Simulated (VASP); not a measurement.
All values below come from PBEsol GGA, VASP's PBE PAW potentials (set 64) (plane waves; VASP).

VASP ran on this input.

INCAR:
```
LCHARG  =  .FALSE.
LASPH  =  .TRUE.   ! aspherical one-centre terms
LWAVE  =  .FALSE.
NSW  =  60   ! most ionic steps
LREAL  =  .FALSE.   ! projection in real space or not
NELM  =  100
PREC  =  Accurate
LMAXMIX  =  4   ! l cut-off of mixed one-centre charges
ISIF  =  3
SIGMA  =  0.05   ! width (eV)
SYSTEM  =  SrO
ALGO  =  Normal
EDIFFG  =  -0.01   ! ionic stop
ENCUT  =  520   ! plane-wave cut-off (eV)
IBRION  =  2
ISMEAR  =  0   ! Gaussian
EDIFF  =  1E-6
GGA  =  PS
```

**KPOINTS**
```
Regular mesh
0
Gamma
 8 8 8
0 0 0
```

### POSCAR
```
SrO
1.0
  0.0000000000   2.5658386810   2.5658386810
  2.5658386810   0.0000000000   2.5658386810
  2.5658386810   2.5658386810   0.0000000000
Sr O
1 1
Cartesian
  0.0000000000   0.0000000000   0.0000000000
  2.5658386810   2.5658386810   2.5658386810
```

POTCAR, in this order: Sr_sv O (PBE.64 set). Program: vasp_std.

Task: Predict the energy per atom (σ→0), volume per atom, band gap (on the k-mesh).

Result: 
- energy per atom (σ→0) = -6.320 eV/atom
- band gap (on the k-mesh) = 3.15 eV
- volume per atom = 16.92 Å^3/atom

**OSZICAR**
```
...
       N       E                     dE             d eps       ncg     rms          rms(c)
DAV:   1    -0.126400920125E+02   -0.40897E-03   -0.84951E-03   856   0.880E-01    0.189E-01
DAV:   2    -0.126397701408E+02    0.32187E-03   -0.14038E-03   776   0.316E-01    0.559E-02
DAV:   3    -0.126397022194E+02    0.67921E-04   -0.17108E-04   940   0.137E-01    0.569E-02
DAV:   4    -0.126396919548E+02    0.10265E-04   -0.78383E-05  1056   0.664E-02    0.468E-02
DAV:   5    -0.126396948720E+02   -0.29172E-05   -0.43067E-06   928   0.186E-02    0.129E-02
DAV:   6    -0.126396946956E+02    0.17640E-06   -0.66072E-06  1052   0.177E-02
   2 F= -.12639695E+02 E0= -.12639695E+02  d E =-.122022E-04
```

The structure was generated: SrO was put into the rock salt type (Fm-3m), which need not be its known phase. This run relaxes it. Symmetry was kept, so distortions that lower it aren't found. The start is the result of an earlier pass.
